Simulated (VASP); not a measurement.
An input for Quantum ESPRESSO's pw.x (written as the equivalent of a VASP run, and not itself run):

```
&CONTROL
  calculation = 'scf'
  pseudo_dir = './pseudo'
  outdir = './out'
  tprnfor = .true.
  tstress = .true.
/
&SYSTEM
  ibrav = 0
  nat = 3
  ntyp = 1
  ecutwfc = 82
  occupations = 'tetrahedra'
  input_dft = 'pbesol'
/
&ELECTRONS
  conv_thr = 7.3e-09
  electron_maxstep = 100
/
ATOMIC_SPECIES
  Ag 107.868 Ag.upf
CELL_PARAMETERS angstrom
     4.6284023   -0.0000000   -0.0000000
    -2.3142012    4.0083140    0.0000000
     0.0000000    0.0000000    2.7368514
ATOMIC_POSITIONS crystal
  Ag   0.0000000  0.0000000  1.0000000
  Ag   0.3333330  0.6666670  0.5000000
  Ag   0.6666670  0.3333330  0.5000000
K_POINTS automatic
  9 9 12 0 0 0
```

Translate this input to VASP (INCAR, KPOINTS, POSCAR, choice of POTCAR).

One answer among several that fit: 
**POSCAR**
```
Ag
1.0
  4.6284023317   0.0000000000   0.0000000000
 -2.3142011659   4.0083139740   0.0000000000
  0.0000000000   0.0000000000   2.7368513956
Ag
3
Cartesian
  0.0000000000   0.0000000000   2.7368513956
 -0.0000023142   2.6722106521   1.3684256978
  2.3142034800   1.3361033219   1.3684256978
```

KPOINTS:
```
Regular mesh
0
gamma
 9 9 12
```

### INCAR
```
SYSTEM=Ag
PREC=Accurate; ENCUT=400; LREAL=.FALSE.
LASPH=.TRUE.
EDIFF=1E-7; NELM=100; ALGO=Normal
LMAXMIX=4
ISMEAR=-5
GGA=PS
ISIF=2
LWAVE=.FALSE.; LCHARG=.TRUE.; LORBIT=11
NEDOS=601
LEFG=.TRUE.
```

POTCAR, in this order: Ag (PBE.64 set). Program: vasp_std.

What does not carry over: the potentials are each code's own (VASP's PAW set, PseudoDojo norm-conserving files in pw.x), so ENCUT and ecutwfc are chosen apart and not converted; conv_thr bounds pw.x's estimated SCF error, while EDIFF bounds the energy change between steps; the field gradients of LEFG aren't asked of the other code.

The structure was generated: Ag was put into the omega type (P6/mmm), which need not be its known phase. It was relaxed first.
